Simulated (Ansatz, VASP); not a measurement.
**Cross-check of FeI2 between VASP and Ansatz**

Wanted: the spread between two codes on one cell, functional and k mesh. The cell comes out of the VASP series on this material, whose earlier steps may have relaxed, scaled or displaced it; both programs get it as it stands.

Calculated with Ansatz 0.2.0; plane waves, with VASP 6.6.1 beside it; relaxation of cell and atoms at PBEsol with D3(BJ), DFT+U.

### 1. Starting point

It takes space group P-3m1 (No. 164, trigonal). Conventional cell: a = 3.975 Å, b = 3.975 Å, c = 6.439 Å, α = 90.00°, β = 90.00°, γ = 120.00°. Nearest to Fe lie 6 I at 2.81 Å. Nearest to I lie 3 Fe at 2.81 Å. Farther neighbours and most contacts between anions are not listed.

### 2. Ansatz: relaxation of cell and atoms, PBEsol with D3(BJ), DFT+U

Ansatz runs on its default PAW (the set named soft_2) files.

The relaxed volume is the usual yardstick between codes: its relative difference is about their pressure difference at one cell divided by the bulk modulus.

input.yaml

```yaml
crystal:
  lattice:
    - [3.9754186321, 0.0, 0.0]
    - [-1.9877093161, 3.4428135261, 0.0]
    - [0.0, 0.0, 6.4385868529]
  atoms:
    - { symbol: Fe, position: [0.0, 0.0, 0.0], spin: 3.0 }
    - { symbol: I, position: [0.3333333333, 0.6666666667, 0.252082778] }
    - { symbol: I, position: [0.6666666667, 0.3333333333, 0.747917222] }
hamiltonian:
  xc: pbesol
  pseudopotentials: { kind: paw }
  dispersion: d3bj
  hubbard: { sites: [{ species: Fe, l: d, u_eff: 4.0 }] }
magnetization:
  spin_polarized: true
kpoints:
  mp_grid: { grid: [6, 6, 3] }
scf:
  occupations: { method: gaussian, width: 0.05 }
relax:
  f_tol: 0.01
  max_steps: 60
  cell: { stress_tol: 0.05 }
output:
  forces: true
  stress: true
  write_density: true
  write_potential: true
  elf: true
  volumetric_format: npy
```

The run is started by

```sh
$ ansatz run input.yaml --threads 4 --pin off --max-ram 9216MiB --backend cpu --events-out ev --progress --plain --runs-dir out
```

Numbers of over 12 decimals in the logs are rounded to 6 here.

The log of the run:

```text
Fe: projections on atomic orbitals take those of the free atom [Ne] 3s2 3p6 3d6 4s2, of charge +0.00 (hamiltonian.pseudopotentials.projection_atoms); the dataset's partial waves leave at most 1.1e-6 of an orbital's norm unspanned inside its sphere
I: projections on atomic orbitals take those of the free atom [Kr] 4d10 5s2 5p5, of charge +0.00 (hamiltonian.pseudopotentials.projection_atoms); the dataset's partial waves leave at most 9.4e-6 of an orbital's norm unspanned inside its sphere
Engine: ansatz 0.2.0, x86_64-unknown-linux-gnu
Pseudopotentials: kind: paw
Pseudopotential: Fe, paw, valence charge 16, recommended cutoff 420 eV (normal), Fe.paw.azcp
Pseudopotential: I, paw, valence charge 17, recommended cutoff 420 eV (normal), I.paw.azcp
Functional definition: PBEsol
  exchange = pbesol_x
  correlation = pbesol_c
Crystal: 3 atoms, lattice volume = 88.123 Å³
Basis set: ecut = 420 eV, 1761 PW (Γ), exchange–correlation on 54×54×90 points (8 copies of the dense FFT grid, shifted against one another)
Bands: 32, of which v1, the nominal top of the filled ones, is band 25 counted from 1 (24 counted from 0)
Symmetry: 12 space group operations
Space group: P-3m1 (ITA 164), of the structure as read, at distance tolerance 4.5e-5 Å
Magnetic group: BNS 164.85 (UNI 1315), of the structure as read, at distance tolerance 4.5e-5 Å
k-points: 17 of 108
Non-local potential: Fe, projectors of the file, l = 0: 3, l = 1: 2, l = 2: 3, l = 3: 1
Non-local potential: I, projectors of the file, l = 0: 2, l = 1: 2, l = 2: 2, l = 3: 2
PAW form: soft (Blöchl's): semilocal exchange-correlation on the pseudo side does not see the compensation charge
PAW frozen core: Fe, regenerated for the run's functional, and the local potential with it (the file was generated under x = pbe(κ = 0.804, μ = 0.219515), c = pbe(β = 0.066725))
PAW frozen core: I, regenerated for the run's functional, and the local potential with it (the file was generated under x = pbe(κ = 0.804, μ = 0.219515), c = pbe(β = 0.066725))
PAW one-centre angular grid: Fe, 590 points (default); XC on 64 Gauss nodes
PAW one-centre angular grid: I, 590 points (default); XC on 64 Gauss nodes
Initial density: superposition of atomic densities (chi_scale 0.1, normalization cell, long waves kept (reshape's long-wave potential 0.09 eV rms))
Starting moments: Σ|m| = 3 μB on 1 of 3 sites
Initial wavefunctions: pseudopotential atomic-orbital guess
Functional: x = pbesol(κ = 0.804, μ = 0.123457), c = pbesol(β = 0.046)
SCF iter   1: F=—  HF=-19318.621691 eV  |F-HF|=—  |Δ(HF+E_count)|=         —  Δρ=2.26e-1 (↑6.09e-2 ↓2.26e-1)  dr2=1.04e2  dr2_m=5.89e0  M=0.851 μB ∫|m|=0.909 μB  β_m=0.30  ethr=3.10e-3  ⟨swp⟩=7.8  Hψ=4876  notcnv=0
preconditioner: auto → Kerker (q_TF=auto, 2.482 Å⁻¹)  [metal: Δε(μ)=0.066 eV  Ē_g=9.718 eV  σ=0.050 eV  W_gap=0.48  n_scr=22 (ndim 8)  ℏωp=18.6 eV  f_vac=0.037  D(μ)=3.53/eV (n_scr^D=34)]
spin=Collinear: Kerker preconditioning applied to the charge; magnetization (m = ρ↑ − ρ↓) channel mixes plain (no charge-response kernel on spin).
SCF iter   2: F=—  HF=-19314.392405 eV  |F-HF|=—  |Δ(HF+E_count)|=    4.23e0  Δρ=1.24e-1 (↑3.57e-2 ↓1.24e-1)  dr2=1.18e1  dr2_m=2.31e0  M=4.000 μB ∫|m|=4.016 μB  β_m=1.00  ethr=3.10e-3  ⟨swp⟩=4.0  Hψ=2841  notcnv=0  defer=73
preconditioner: auto → Resta (q_TF=auto, 2.482 Å⁻¹)  ε∞=5.1  [insulator: Δε(μ)=0.061 eV  Ē_g=9.172 eV  σ=0.050 eV  W_gap=0.52  n_scr=22 (ndim 8)  ℏωp=18.6 eV  f_vac=0.026  D(μ)=1.50/eV (n_scr^D=2)  ε∞_Penn≈5.1]
spin=Collinear: Resta preconditioning applied to the charge; magnetization (m = ρ↑ − ρ↓) channel mixes plain (no charge-response kernel on spin).
SCF iter   3: F=—  HF=-19312.258069 eV  |F-HF|=—  |Δ(HF+E_count)|=    2.13e0  Δρ=4.06e-2 (↑2.64e-2 ↓4.06e-2)  dr2=2.48e0  dr2_m=4.39e-2  M=4.000 μB ∫|m|=4.029 μB  β_m=1.00  ethr=3.10e-3  ⟨swp⟩=3.4  Hψ=2498  notcnv=0  defer=79
SCF iter   4: F=—  HF=-19312.092433 eV  |F-HF|=—  |Δ(HF+E_count)|=   1.66e-1  Δρ=6.14e-3 (↑6.14e-3 ↓6.06e-3)  dr2=9.15e-2  dr2_m=9.71e-3  M=4.000 μB ∫|m|=4.015 μB  β_m=0.30  ethr=3.10e-3  ⟨swp⟩=3.0  Hψ=2429  notcnv=0  defer=81
SCF iter   5: F=—  HF=-19312.287043 eV  |F-HF|=—  |Δ(HF+E_count)|=   1.95e-1  Δρ=7.09e-3 (↑3.38e-3 ↓7.09e-3)  dr2=5.40e-2  dr2_m=1.57e-2  M=4.000 μB ∫|m|=4.022 μB  β_m=1.00  ethr=1.83e-4  ⟨swp⟩=3.2  Hψ=2468  notcnv=0  defer=61
SCF iter   6: F=—  HF=-19312.383747 eV  |F-HF|=—  |Δ(HF+E_count)|=   9.67e-2  Δρ=8.08e-3 (↑2.70e-3 ↓8.08e-3)  dr2=7.01e-2  dr2_m=7.15e-3  M=4.000 μB ∫|m|=4.025 μB  β_m=1.00  ethr=1.08e-4  ⟨swp⟩=1.6  Hψ=1529  notcnv=0  defer=61
SCF iter   7: F=—  HF=-19312.483474 eV  |F-HF|=—  |Δ(HF+E_count)|=   9.97e-2  Δρ=8.48e-3 (↑3.03e-3 ↓8.48e-3)  dr2=4.09e-2  dr2_m=6.83e-3  M=4.000 μB ∫|m|=4.022 μB  β_m=0.30  ethr=1.08e-4  ⟨swp⟩=2.0  Hψ=1392  notcnv=0  defer=61
SCF iter   8: F=—  HF=-19312.606176 eV  |F-HF|=—  |Δ(HF+E_count)|=   1.23e-1  Δρ=6.42e-3 (↑6.42e-3 ↓5.94e-3)  dr2=8.45e-2  dr2_m=1.23e-2  M=4.000 μB ∫|m|=4.024 μB  β_m=1.00  ethr=8.18e-5  ⟨swp⟩=2.4  Hψ=2190  notcnv=0  defer=61
[...]
cell:  # Å, volume = 88.5545 Å³
    - [3.995724, -0.025364, 0.00394874]
    - [-2.019828, 3.447716, -0.00394874]
    - [0.00639537, -0.00369237, 6.452114]
  atoms:
    - { symbol: Fe, position: [0, 0, 0] }
    - { symbol: I, position: [0.332546, 0.667454, 0.251034] }
    - { symbol: I, position: [0.667454, 0.332546, 0.748966] }
--- Search for a lower minimum behind the relaxation: the rows below count on from the relaxation's ---
Stability of the state it starts from, as read at its close in the collinear treatment: not read negative (Ritz values of 1 − χ₀K, real part plus size of imaginary part, from 1.0 to 1.0, by its mixing steps under the symmetry group of the SCF that read it); its run was given moments
iter 1 solved again at ethr=5.05e-7 eV; its pass at ethr=3.10e-3 eV (dr2=2.52e-4 eV) is discarded
SCF iter   1: F=—  HF=-19313.507758 eV  |F-HF|=—  |Δ(HF+E_count)|=         —  Δρ=3.51e-7 (↑3.51e-7 ↓3.39e-7)  dr2=3.90e-10  dr2_m=2.11e-11  M=4.000 μB ∫|m|=4.006 μB  β_m=0.30  ethr=5.05e-7  ⟨swp⟩=3.1  Hψ=15134  notcnv=0
eigensolver tolerance schedule: the retry pair's looser diagonalisation over-reported the residual by 647132.10 of it (diagonalisation noise at an unbounded share of the residual, at the tolerance the schedule requests for it); recorded, not acted on — ethr = c·dr2/N_el stays at c = 1.0e-1
spin=Collinear: Resta preconditioning applied to the charge; magnetization (m = ρ↑ − ρ↓) channel mixes plain (no charge-response kernel on spin).
SCF iter   2: F=—  HF=-19313.507764 eV  |F-HF|=—  |Δ(HF+E_count)|=   5.48e-6  Δρ=1.72e-7 (↑9.84e-8 ↓1.72e-7)  dr2=7.32e-11  dr2_m=2.30e-12  M=4.000 μB ∫|m|=4.006 μB  β_m=0.27  ethr=1.00e-12  ⟨swp⟩=4.7  Hψ=6858  notcnv=0
SCF iter   3: F=-19313.507764 eV  HF=-19313.507764 eV  |F-HF|=3.64e-12  |Δ(HF+E_count)|=  1.46e-11  Δρ=9.90e-8 (↑6.21e-8 ↓9.90e-8)  dr2=2.40e-11  dr2_m=1.28e-12  M=4.000 μB ∫|m|=4.006 μB  ethr=1.00e-12  ⟨swp⟩=1.0  Hψ=4624  notcnv=0
WARN: dispersion: an atom stands within reach of a switch of its C6 between two reference coordination numbers of its element: through that C6 alone, e_disp changes by 0.025 eV or more while the distances to its neighbours run over a stretch of 0.05 Å that contains this geometry (sites counted from 0 in the run's list of atoms or, in a supercell that it derives, in that cell's: here a list of 3) — site 0 (Fe): coordination number 5.310 (about 5.08 to 5.54 with every neighbour 0.05 Å farther or nearer), switch near 5.393 between the references 1.648 (weight 0.99) and 9.138 (weight 0.01), e_disp changing by some 0.14 eV. [rest of the remark cut]
SCF 1 converged in 3 iterations: F = -19313.507764 eV  dr2 = 2.40e-11
a single-point calculation of the run's input, under the relaxation's own `scf.mixing.negative_modes` where the relaxation goes by `scf.lower_state_search: light` itself or types `scf.max_iter`, was made at the relaxed geometry, from the density of the relaxation's final state, in 3 SCF iterations in all. It converged +0.0 meV from the relaxation's final energy, with moments (3.58, 0.10, 0.10 Bohr magnetons, atom by atom), which does not count as lower, and the relaxation's result stands. No further magnetic order was relaxed to its end, and one can end lower (see `relax.adjacent_minimum`).
SCF converged after 6 iterations
Magnetization: 4.0000 μB (27.0000 up, 23.0000 down)
Absolute magnetization: 4.0063 μB (∫|ρ↑−ρ↓|, with the PAW one-centre terms)
Spin contamination: 0.0099 ħ² per cell (⟨S²⟩ above its minimum at these occupations)
Per-site moments (μB) at R_I (Å): [(3.582245, 1.157352), (0.095324, 1.157352), (0.095324, 1.157352)]
Free energy (F): -19313.507764 eV
Harris-Foulkes:  -19313.507764 eV  (|F-HF|=3.27e-11)
Internal energy: -19313.507764 eV  (E = F + TS)
E sigma→0 (E₀):  -19313.507764 eV
Fermi energy:    8.694995 eV
--- Per-component energies (eV) ---
  E_band       = -1088.510371
  E_kinetic    = 718.989935
  E_local      = -7081.291219  (includes V_loc(G=0)·N_el)
  E_nonlocal   = 55.118743
  E_hartree    = 3386.296119
  E_xc         = -367.290848
  E_vxc        = -402.755994  (∫ρ·V_xc dr)
  E_hubbard    = 0.730130  (on-site DFT+U / exact-exchange correction)
  E_vhub       = -11.272716  (the Hubbard potential's part of the band-sum identity)
  E_paw        = -10813.927246  (= ΣΔE_a)
  E_vpaw       = -1139.892260  (= ΣTr[D̂ρ^β])
  E_aug_tail   = 0.000848  (compensation charges beyond the density's cutoff)
  E_ewald      = -5212.108369
  E_disp       = -1.029342  (pairwise vdW)
  E_core_change = 1.003486  (= ΣΔE_core)
  E_smearing   = -0.000000  (= −TS)
  E_closure    = -0.000000  (closes the sum)
  Σ components = -19313.507764   (vs F -19313.507764, Δ=0.00e0)
--- Forces (eV/Å), atoms counted from 1 ---
  atom   1  Fe    -0.00000000     0.00000000     0.00000000
  atom   2  I      0.00112400    -0.00064894    -0.00024523
  atom   3  I     -0.00112400     0.00064894     0.00024523
  max |Σ_I F_I| component: 0.00e0 eV/Å
--- Stress (GPa, compression-positive) ---
       -0.009659      -0.003865      -0.000918
       -0.003865      -0.014121       0.000530
       -0.000917       0.000530       0.003883
  P = ⅓ Tr σ = -0.0066 GPa (-0.066 kbar)
--- Band table (eV; the first three rows and the last of 68) ---
  k-point 0 ↑: bands = [... 21 lower, 3.8694, 7.4311, 7.4780, 7.6455, 7.7781, 7.7804, 11.3492, 12.1750, ... 3 higher]
  k-point 1 ↑: bands = [... 21 lower, 4.2472, 6.2018, 7.2921, 7.3171, 7.9576, 7.9687, 12.2737, 12.4558, ... 3 higher]
  k-point 2 ↑: bands = [... 21 lower, 3.8326, 6.0451, 6.7579, 6.8784, 7.7382, 7.8977, 12.3534, 13.0283, ... 3 higher]
  k-point 33 ↓: bands = [... 21 lower, 6.4729, 6.7205, 9.4477, 10.2287, 10.2920, 11.1809, 11.6377, 13.0015, ... 3 higher]
--- Relaxed structure (11 steps of the walk, 10 accepted, 2 SCFs on fresh bases) ---
  F+E_penalty+E_count = -19313.50776394 eV   max|allowed force component| = 1.124e-3 eV/Å   (the final SCF, on the basis selected at the relaxed cell)
  cell:  # Å, volume = 88.5545 Å³
    - [3.995724, -0.025364, 0.00394874]
    - [-2.019828, 3.447716, -0.00394874]
    - [0.00639537, -0.00369237, 6.452114]
  atoms:
    - { symbol: Fe, position: [0, 0, 0] }
    - { symbol: I, position: [0.332546, 0.667454, 0.251034] }
    - { symbol: I, position: [0.667454, 0.332546, 0.748966] }
```

Wall time 68 s (4 threads of Intel Xeon Platinum 8488C (Sapphire Rapids), shared host); peak memory 1.1 GiB.

(Continued in part 2 of 2.)

[Lines on the potential files, build, host, timing and source positions are cut from VASP's logs without a mark.]

[Logs are printed without paths, hosts, clocks, repeated set-up lines and the standing remarks that a program may print on its own settings, such as how far it seeks lower states.]

[Hosts, paths, dates, database ids (printed as entryN), source tags and the programs' standing remarks are cut or masked in the printed files.]
